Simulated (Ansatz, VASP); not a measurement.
# ZnO (zincite) in two plane-wave programs, part 3 of 3

Wanted: the spread between two codes on one cell, functional and k mesh. The cell is taken from a series of runs on this material, whose earlier steps may have relaxed, scaled, displaced or heated it; both programs get it as it stands.

VASP 6.6.1 and Ansatz 0.2.0.

So far: Starting point; VASP: zone-centre phonons, LDA.

## 3. Ansatz: zone-centre phonons, LDA

Level of this step: Ansatz beside VASP: Kohn-Sham DFT, plane waves, LDA (Ansatz).

Ansatz runs on its PAW soft_1 files.

The same cell, functional (in two slightly different forms) and mesh now go to Ansatz, which takes its cutoff from its data sets.

File input.yaml:

```yaml
crystal:
  lattice:
    - [3.2294387726, 0.0, 0.0]
    - [-1.6147193863, 2.796776017, 0.0]
    - [0.0, 0.0, 5.2200792713]
  atoms:
    - { symbol: O, position: [0.6666666667, 0.3333333333, 0.3787819941] }
    - { symbol: O, position: [0.3333333333, 0.6666666667, 0.8787819941] }
    - { symbol: Zn, position: [0.3333333333, 0.6666666667, 0.5002280059] }
    - { symbol: Zn, position: [0.6666666667, 0.3333333333, 0.0002280059] }
kpoints:
  mp_grid: { grid: [15, 15, 10] }
hamiltonian:
  xc: lda
  pseudopotentials: { kind: paw, azcp: { folder: soft_1 }, xc_functional: pbe }
scf:
  occupations: { method: fixed }
output:
  eigenvalues: true
phonons:
  method: dfpt
  dielectric: true
  rigid_motions: translations
```

Command:

```console
> ansatz run input.yaml --threads 8 --pin off --max-ram 16384MiB --backend cpu --events-out ev --progress --plain --runs-dir out
```

Numbers of over 12 decimals in the logs are rounded to 6 here.

Log:

```text
Engine: ansatz 0.2.0, aarch64-unknown-linux-gnu
Pseudopotentials: kind: paw
Pseudopotential: O, paw, valence charge 6, recommended cutoff 420 eV (normal), soft_1/O.paw.azcp
Pseudopotential: Zn, paw, valence charge 12, recommended cutoff 420 eV (normal), soft_1/Zn.paw.azcp
Functional definition: SPW92
  exchange = slater_x
  correlation = pw_c
Crystal: 4 atoms, lattice volume = 47.148 Å³
Basis set: ecut = 420 eV, 941 PW (Γ), exchange–correlation on 48×48×72 points (8 copies of the dense FFT grid, shifted against one another)
Bands: 22, of which v1, the nominal top of the filled ones, is band 18 counted from 1 (17 counted from 0)
Symmetry: 12 space group operations
k-points: 608 of 2250 (irreducible under 2 space group operations, time reversal used)
Non-local potential: O, projectors of the file, l = 0: 2, l = 1: 2, l = 2: 1
Non-local potential: Zn, projectors of the file, l = 0: 2, l = 1: 2, l = 2: 3, l = 3: 1
PAW form: soft (Blöchl's): semilocal exchange-correlation on the pseudo side does not see the compensation charge
PAW frozen core: O, regenerated for the run's functional, and the local potential with it (the file was generated under x = pbe(κ = 0.804, μ = 0.219515), c = pbe(β = 0.066725))
PAW frozen core: Zn, regenerated for the run's functional, and the local potential with it (the file was generated under x = pbe(κ = 0.804, μ = 0.219515), c = pbe(β = 0.066725))
PAW one-centre angular grid: O, 110 points (default); XC on 64 Gauss nodes
PAW one-centre angular grid: Zn, 590 points (default); XC on 64 Gauss nodes
Initial density: superposition of atomic densities (chi_scale 0.1, normalization cell, long waves kept (reshape's long-wave potential 0.00 eV rms))
Initial wavefunctions: pseudopotential atomic-orbital guess
Functional: x = slater, c = lda
SCF iter   1: F=—  HF=-7604.895416 eV  |F-HF|=—  |Δ(HF+E_count)|=         —  Δρ=1.09e-1  dr2=3.05e0  ethr=3.10e-3  ⟨swp⟩=4.3  Hψ=62290  notcnv=0  defer=1099
preconditioner: auto → Resta (q_TF=auto, 2.608 Å⁻¹)  ε∞=6.5  [insulator: Δε(μ)=1.149 eV  Ē_g=13.867 eV  n_scr=22 (ndim 8)  ℏωp=32.4 eV  f_vac=0.000  ε∞_Penn≈6.5]
SCF iter   2: F=—  HF=-7604.045441 eV  |F-HF|=—  |Δ(HF+E_count)|=   8.50e-1  Δρ=2.18e-2  dr2=2.06e-1  ethr=3.10e-3  ⟨swp⟩=2.4  Hψ=30569  notcnv=0  defer=695
SCF iter   3: F=—  HF=-7603.933861 eV  |F-HF|=—  |Δ(HF+E_count)|=   1.12e-1  Δρ=1.77e-2  dr2=1.23e-1  ethr=5.73e-4  ⟨swp⟩=2.0  Hψ=29208  notcnv=0  defer=1192
SCF iter   4: F=—  HF=-7603.916195 eV  |F-HF|=—  |Δ(HF+E_count)|=   1.77e-2  Δρ=7.69e-3  dr2=1.23e-2  ethr=3.43e-4  ⟨swp⟩=2.0  Hψ=24330  notcnv=0  defer=1209
SCF iter   5: F=—  HF=-7603.922985 eV  |F-HF|=—  |Δ(HF+E_count)|=   6.79e-3  Δρ=3.65e-3  dr2=5.43e-3  ethr=3.42e-5  ⟨swp⟩=2.0  Hψ=29191  notcnv=0  defer=1209
SCF iter   6: F=—  HF=-7603.921409 eV  |F-HF|=—  |Δ(HF+E_count)|=   1.58e-3  Δρ=1.22e-3  dr2=3.80e-4  ethr=1.51e-5  ⟨swp⟩=2.3  Hψ=24712  notcnv=0  defer=1211
SCF iter   7: F=—  HF=-7603.921511 eV  |F-HF|=—  |Δ(HF+E_count)|=   1.02e-4  Δρ=3.01e-4  dr2=2.32e-5  ethr=1.05e-6  ⟨swp⟩=2.0  Hψ=23890  notcnv=0  defer=1211
SCF iter   8: F=—  HF=-7603.921513 eV  |F-HF|=—  |Δ(HF+E_count)|=   1.43e-6  Δρ=3.70e-5  dr2=7.04e-7  ethr=6.45e-8  ⟨swp⟩=2.1  Hψ=21307  notcnv=0
SCF iter   9: F=—  HF=-7603.921513 eV  |F-HF|=—  |Δ(HF+E_count)|=   4.66e-7  Δρ=9.93e-6  dr2=3.07e-8  ethr=1.96e-9  ⟨swp⟩=2.6  Hψ=24180  notcnv=0
SCF iter  10: F=—  HF=-7603.921513 eV  |F-HF|=—  |Δ(HF+E_count)|=   1.71e-9  Δρ=9.12e-7  dr2=4.40e-10  ethr=8.52e-11  ⟨swp⟩=2.6  Hψ=24804  notcnv=0
SCF iter  11: F=-7603.921513 eV  HF=-7603.921513 eV  |F-HF|=3.64e-12  |Δ(HF+E_count)|=  2.27e-11  Δρ=2.06e-7  dr2=1.67e-11  ethr=1.00e-12  ⟨swp⟩=7.1  Hψ=81286  notcnv=0
SCF 1 converged in 11 iterations: F = -7603.921513 eV  dr2 = 1.67e-11
  greatest PAW one-centre occupation: 0.988 electrons in one spin orbital (limit 2), on the Zn atom at site 2 (counted from 0), in its partial waves of l = 2
NSCF: frozen V_eff on 4 k-points
DFPT response loops at Γ: preconditioner auto → Resta (q_TF=auto, 2.608 Å⁻¹)  ε∞=9.0 (no band partly filled); β = 1.00, the filter's whole step (`scf.mixing.beta` (0.50) is not read by the response loops at its default; to damp them type it under 1.00, their step now; it binds the ground state too); Broyden in place of MSR1
── the response to a field inside a basis, on 16×16×10 k-points: an SCF that follows is theirs, and a resumed run solves both again ──
Bands: 19, of which v1, the nominal top of the filled ones, is band 18 counted from 1 (17 counted from 0)
k-points: 360 of 2560 (irreducible under 4 space group operations, time reversal used)
Initial density: handed on by an earlier stage of this run
Initial wavefunctions: pseudopotential atomic-orbital guess (no wavefunctions were taken with the density)
Eigensolver: Dense (360 Hₖ)
SCF iter   1: F=—  HF=-7603.923383 eV  |F-HF|=—  |Δ(HF+E_count)|=         —  Δρ=6.01e-4  dr2=2.82e-5  ethr=1.00e-1
preconditioner: auto → Resta (q_TF=auto, 2.608 Å⁻¹)  ε∞=11.0  [insulator: Δε(μ)=0.940 eV  Ē_g=10.250 eV  n_scr=22 (ndim 8)  ℏωp=32.4 eV  f_vac=0.030  ε∞_Penn≈11.0]
SCF iter   2: F=—  HF=-7603.923377 eV  |F-HF|=—  |Δ(HF+E_count)|=   6.48e-6  Δρ=3.44e-4  dr2=1.86e-5  ethr=7.83e-8
SCF iter   3: F=—  HF=-7603.923374 eV  |F-HF|=—  |Δ(HF+E_count)|=   2.50e-6  Δρ=1.08e-4  dr2=1.01e-6  ethr=5.17e-8
SCF iter   4: F=—  HF=-7603.923373 eV  |F-HF|=—  |Δ(HF+E_count)|=   1.22e-6  Δρ=2.42e-5  dr2=1.71e-7  ethr=2.80e-9
SCF iter   5: F=-7603.923373 eV  HF=-7603.923373 eV  |F-HF|=2.53e-8  |Δ(HF+E_count)|=   3.15e-8  Δρ=1.08e-5  dr2=1.27e-8  ethr=4.76e-10
SCF 1 converged in 5 iterations: F = -7603.923373 eV  dr2 = 1.27e-8
  greatest PAW one-centre occupation: 0.988 electrons in one spin orbital (limit 2), on the Zn atom at site 3 (counted from 0), in its partial waves of l = 2
DFPT response loops at Γ: preconditioner auto → Resta (q_TF=auto, 2.608 Å⁻¹)  ε∞=8.0 (no band partly filled); β = 1.00, the filter's whole step (`scf.mixing.beta` (0.50) is not read by the response loops at its default; to damp them type it under 1.00, their step now; it binds the ground state too); Broyden in place of MSR1
WARN: field response: inside a basis, on 16×16×10 points, no mesh in reach settles it: take ε∞, Z* and everything formed from them with what they may err, as stated (eps_inf_uncertainty, zstar_uncertainty_e), and compare with field_mesh: kpoints on a denser kpoints.mp_grid
WARN: field response: ε∞ stands inside a basis, on 16×16×10 points; the force constants stand on the 15×15×10 k-mesh, whose period is 12.11 times the interband length at k = (0.0000, 0.0000, 0.0000), direct gap 0.733 eV, under 14: take them and everything formed from them as unconverged, and compare with a denser kpoints.mp_grid
SCF converged after 11 iterations
Free energy (F): -7603.921513 eV
Harris-Foulkes:  -7603.921513 eV  (|F-HF|=3.64e-12)
Internal energy: -7603.921513 eV  (E = F + TS)
E sigma→0 (E₀):  -7603.921513 eV
Fermi energy:    6.877239 eV
--- Per-component energies (eV) ---
  E_band       = 51.091544
  E_kinetic    = 628.930031
  E_local      = -4429.352980  (includes V_loc(G=0)·N_el)
  E_nonlocal   = 1762.668903
  E_hartree    = 1655.598777
  E_xc         = -294.733954
  E_vxc        = -282.323465  (∫ρ·V_xc dr)
  E_paw        = -3958.102083  (= ΣΔE_a)
  E_vpaw       = -940.029869  (= ΣTr[D̂ρ^β])
  E_aug_tail   = 0.001215  (compensation charges beyond the density's cutoff)
  E_ewald      = -2972.239551
  E_core_change = 3.308130  (= ΣΔE_core)
  E_smearing   = -0.000000  (= −TS)
  E_closure    = -0.000000  (closes the sum)
  Σ components = -7603.921513   (vs F -7603.921513, Δ=0.00e0)
--- Band table (eV; the first three rows and the last of 608) ---
  k-point 0: bands = [... 14 lower, 6.0647, 6.7824, 6.8772, 6.8772, 7.6105, 12.0140, 14.9383, 19.6628]
  k-point 1: bands = [... 14 lower, 6.0850, 6.5130, 6.8578, 6.8578, 7.9106, 11.9273, 15.0142, 19.6634]
  k-point 2: bands = [... 14 lower, 6.1436, 6.1436, 6.8015, 6.8015, 8.4547, 11.6798, 15.2381, 19.4368]
  k-point 607: bands = [... 14 lower, 4.1515, 4.1829, 5.6393, 5.7742, 12.2769, 14.2927, 15.3079, 15.4294]
--- Phonons (Γ-DFPT): 4 representative perturbations + reference, on 608 of 2250 k-points (Σ response iterations 14) ---
  k mesh reduced under 2 symmetry operations, with k and −k counted as one. Each operation leaves every solved perturbation unchanged. A smaller set is not considered because the run solves the response to a homogeneous field
  ASR residual: 1.587e-4 → 0.000e0 eV/Å²; symmetrization residual: 4.799e-6 eV/Å²
  ASR residual per site (eV/Å²): 1.59e-4 1.59e-4 8.06e-5 8.06e-5
  Γ frequencies (cm⁻¹): 0.00 0.00 0.00 95.81 95.81 251.47 358.34 377.58 377.58 408.09 408.09 523.66
  ε∞ (high-frequency dielectric tensor):
        5.208312     0.000000     0.000000
       -0.000000     5.208312    -0.000000
        0.000000    -0.000000     5.257326
  ε⁰ (static dielectric tensor: ions relaxed, cell fixed):
       10.224754    -0.000000    -0.000000
       -0.000000    10.224754    -0.000000
       -0.000000    -0.000000    11.135654
  ε⁰ − ε∞ (ionic part):
        5.016443    -0.000000    -0.000000
       -0.000000     5.016443    -0.000000
       -0.000000    -0.000000     5.878329
  softest optical mode at Γ: 95.81 cm⁻¹; the repairs (sum rule, projections) moved no ω² at Γ by more than (1.92 cm⁻¹)²
  Born effective charges Z* (e; rows j = field, columns β = displacement):
    site 0:
        -2.09857    0.00000    0.00000
         0.00000   -2.09857   -0.00000
        -0.00000   -0.00000   -2.15595
    site 1:
        -2.09857   -0.00000   -0.00000
         0.00000   -2.09857   -0.00000
        -0.00000    0.00000   -2.15595
    site 2:
         2.09857    0.00000    0.00000
        -0.00000    2.09857    0.00000
         0.00000   -0.00000    2.15595
    site 3:
         2.09857    0.00000   -0.00000
        -0.00000    2.09857    0.00000
        -0.00000    0.00000    2.15595
  Z* charge neutrality: 1.742e-3 e pre-enforcement
  solved inside a basis spanned on kpoints, on 16×16×10 k-points, which do not settle them: ε∞ is read to err by 7.6e-2, Z* by 4.9e-2 e (field_mesh: kpoints solves on kpoints); Z* is corrected for what the basis lacks
  optical modes at Γ without the LO–TO term, one row a degenerate level:
      ω (cm⁻¹)  modes    IR ((D/Å)²/amu)
         95.81      2             0.0000
        251.47      1             0.0000
        358.34      1            16.6857
[...]
optical modes at Γ + LO–TO along q̂ = [1.0000, 0.0000, 0.0000]:
      ω (cm⁻¹)  modes    IR ((D/Å)²/amu)
[...]
optical modes at Γ + LO–TO along q̂ = [0.0000, 1.0000, 0.0000]:
      ω (cm⁻¹)  modes    IR ((D/Å)²/amu)
[...]
523.66      1             0.0000
        529.04      1            15.8093
  optical modes at Γ + LO–TO along q̂ = [0.0000, 0.0000, 1.0000]:
      ω (cm⁻¹)  modes    IR ((D/Å)²/amu)
         95.81      2             0.0000
        251.47      1             0.0000
        377.58      2            31.6187
        408.09      2             0.0000
        521.52      1            16.6857
        523.66      1             0.0000
```

The column dr2 measures how far the density is from self-consistency, as an energy; F and HF (Harris–Foulkes) agree once it is small.

## 4. Differences

Known differences besides the potentials themselves: the two LDA forms differ slightly; fixed occupations in Ansatz, narrow Gaussian smearing in VASP; VASP's response is taken on the typed mesh, Ansatz refines its own for the field response alone; the cutoff is 420 eV in Ansatz and 600 eV in VASP; VASP's log shows a relativistic correction to its local exchange, Ansatz's none; VASP's log repeats an internal error in its field response. Total energies have different zeros and are not compared.

Compared:

```
                                     quantity  Ansatz   VASP  difference
                                        ε∞ xx    5.21   5.24     -0.63 %
                                        ε∞ yy    5.21   5.24     -0.63 %
                                        ε∞ zz    5.26   5.23     +0.44 %
 Born charge of O1 (mean of the diagonal) (e)   -2.12  -2.11       -0.01
Born charge of Zn3 (mean of the diagonal) (e)    2.12   2.11       +0.01
                   optical mode 1 to 2 (cm⁻¹)    95.8   94.6     +1.30 %
                        optical mode 3 (cm⁻¹)   251.5  254.9     -1.34 %
                        optical mode 4 (cm⁻¹)   358.3  368.8     -2.85 %
                   optical mode 5 to 6 (cm⁻¹)   377.6  387.6     -2.57 %
                   optical mode 7 to 8 (cm⁻¹)   408.1  418.5     -2.48 %
                        optical mode 9 (cm⁻¹)   523.7  530.6     -1.30 %
```

Modes are paired by rising frequency, not by their patterns, so a pair may set unlike modes beside each other; they are those without the splitting of longitudinal modes.

## 5. What came out

```
r.m.s. difference of the optical zone-centre modes, each program's sorted by frequency (zone-centre phonons, LDA) : 8.1 cm⁻¹
difference in optical mode 4 (zone-centre phonons, LDA)                                                           : -2.8 %
```

The r.m.s. difference of the optical zone-centre modes, each program's sorted by frequency is 8.1 cm⁻¹ (zone-centre phonons, LDA). Among the rows given in per cent, the largest difference of the zone-centre phonons, LDA pair is in optical mode 4, -2.8 %. How closely two codes agree says nothing of how well the functional describes the real material.

[Lines on the potential files, build, host, timing and source positions are cut from VASP's logs without a mark.]

[Logs are printed without paths, hosts, clocks, repeated set-up lines and the standing remarks that a program may print on its own settings, such as how far it seeks lower states.]

[Hosts, paths, dates, database ids (printed as entryN), source tags and the programs' standing remarks are cut or masked in the printed files.]
